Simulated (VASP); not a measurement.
Consider the following.

```
K2BrCl
1.0
    0.00000     3.19989     3.19989
    3.19989     0.00000     3.19989
   12.80020    12.80020    -0.00063
K Cl Br
4 2 2
Direct
  0.98374   0.98374   0.01220
  0.00000   0.00000   0.25000
  0.01626   0.01626   0.48780
  0.00000   0.00000   0.75000
  0.49181   0.49181   0.13114
  0.50819   0.50819   0.36886
  0.50762   0.50762   0.61929
  0.49238   0.49238   0.88071
```

Level of theory: PBEsol GGA, VASP's PBE PAW potentials (set 64) (plane waves; VASP 6.6.1). Settings: 400 eV cut-off, 7×7×2 Γ-centred mesh, tetrahedra with Blöchl corrections, potentials K_sv Cl Br.

The cores are frozen, which limits the accuracy of field gradients.

Task: Give the principal components of the electric field gradient (V/Å²) and the asymmetry η at each nucleus.

Result: 
| atom | Vxx | Vyy | Vzz | η |
|---|---|---|---|---|
| K1 | -0.1 | -0.1 | 0.1 | - |
| K2 | -1.8 | -1.8 | 3.6 | 0.00 |
| K3 | -0.1 | -0.1 | 0.1 | - |
| K4 | 1.5 | 1.5 | -3.0 | 0.00 |
| Cl5 | 2.3 | 2.3 | -4.6 | 0.00 |
| Cl6 | 2.3 | 2.3 | -4.6 | 0.00 |
| Br7 | -5.4 | -5.4 | 10.8 | 0.00 |
| Br8 | -5.4 | -5.4 | 10.8 | 0.00 |

The structure was generated: K4Br2Cl2 was put into an ordered model structure (R-3m), which need not be its known phase. It was relaxed first.
